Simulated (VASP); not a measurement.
Input:

```
EuZnGe
1.0
    4.18557     0.00000     0.00000
   -2.09278     3.62481     0.00000
    0.00000     0.00000     4.28344
Eu Zn Ge
1 1 1
Direct
  0.00000   0.00000   0.00000
  0.33333   0.66667   0.50000
  0.66667   0.33333   0.50000
```

Level of theory: PBEsol GGA, VASP's PBE PAW potentials (set 64) (plane waves; VASP). Numerical set-up: 400 eV cut-off, Gaussian smearing of 0.050 eV, potentials Eu_2 Zn Ge_d.

The 4f electrons are frozen in the core of the lanthanide potential, so 4f levels, which can set the real gap, and their magnetism are missing.

### Question
Give the energies of bands 14 to 20 at the high-symmetry points, in eV from the Fermi level.

### Answer

| band | Γ | M | K | A | L | H |
|---|---|---|---|---|---|---|
| 14 | -7.19 | -6.68 | -6.35 | -6.91 | -6.61 | -6.47 |
| 15 | -0.18 | -5.32 | -4.82 | -3.84 | -4.47 | -5.03 |
| 16 | -0.18 | -0.83 | -3.50 | 0.86 | -1.66 | -2.07 |
| 17 | -0.06 | -0.36 | 0.21 | 0.86 | -1.30 | -1.01 |
| 18 | 0.61 | 0.23 | 1.34 | 2.33 | -0.25 | 0.07 |
| 19 | 1.37 | 3.63 | 3.14 | 2.33 | 2.89 | 4.11 |
| 20 | 4.70 | 4.24 | 3.49 | 2.55 | 5.48 | 5.02 |

It has no gap at this level: it comes out as a metal or semimetal.

The structure comes from a computed database's EuZnGe entry (P-6m2); how it stands against other phases isn't given here. It was relaxed first, which changed the volume by -9 %.
